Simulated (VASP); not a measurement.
Here is the system:

```yaml
crystal:
  lattice:
    - [2.95846, 0.00000, 0.00000]
    - [0.00000, 2.95846, 0.00000]
    - [0.00000, 0.00000, 2.95846]
  atoms:
    - { symbol: Ti, position: [0.00000, 0.00000, 0.00000] }
    - { symbol: Co, position: [0.50000, 0.50000, 0.50000] }
```

Calculation: AM05 GGA, VASP's PBE PAW potentials (set 64) (plane waves; VASP). Numerical set-up: 520 eV cut-off, 12×12×12 Γ-centred mesh, first-order Methfessel-Paxton smearing of 0.10 eV, potentials Ti_sv Co.

Problem. Give the stress tensor in GPa (positive for a compressed cell).

Solution. 
```
-5.50   0.00   0.00
 0.00  -5.50   0.00
 0.00   0.00  -5.50
```
The pressure is its mean diagonal, -5.50 GPa.

The compound is TiCo in the CsCl type structure. This cell is one point of a volume scan, at 1.03 of the reference volume. The run is not spin-polarised, so no magnetic state was tried. The electron count is odd and the run is not spin-polarised, which forces a metal.
